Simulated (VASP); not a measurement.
Given:

```xyz
4
Lattice="4.2977 0.0000 0.0000 -2.1489 3.7219 0.0000 0.0000 0.0000 7.0608" Properties=species:S:1:pos:R:3 pbc="T T T"
In     0.0000     2.4813     0.0021
In     2.1489     1.2406     3.5325
As     0.0000     2.4813     2.6457
As     2.1489     1.2406     6.1761
```

Method: PBEsol GGA, VASP's PBE PAW potentials (set 64) (plane waves; VASP). Numerical set-up: 400 eV cut-off, Gaussian smearing of 0.050 eV, potentials In_d As.

Question: Give the energies of bands 13 to 21 at the high-symmetry points, in eV from the Fermi level.

Answer: 
```
band      Γ      M      K      A      L      H
----  -----  -----  -----  -----  -----  -----
13    -5.76  -5.85  -5.41  -3.78  -5.76  -5.75
14    -1.04  -5.07  -5.41  -3.78  -5.76  -5.75
15    -1.03  -3.45  -3.80  -0.57  -1.85  -3.19
16    -0.38  -2.31  -2.54  -0.57  -1.85  -3.19
17    -0.10  -1.96  -2.54  -0.57  -1.75  -1.46
18     0.00  -1.01  -2.30  -0.57  -1.75  -1.46
19     0.00   1.52   2.43   1.15   1.30   2.04
20     0.60   1.99   4.03   1.15   1.30   2.04
21     3.69   3.53   4.03   4.33   3.05   4.48
```

It has no gap at this level: it comes out as a metal or semimetal.

The structure was generated: InAs was put into the wurtzite type (P6_3mc), which need not be its known phase. It was relaxed first.
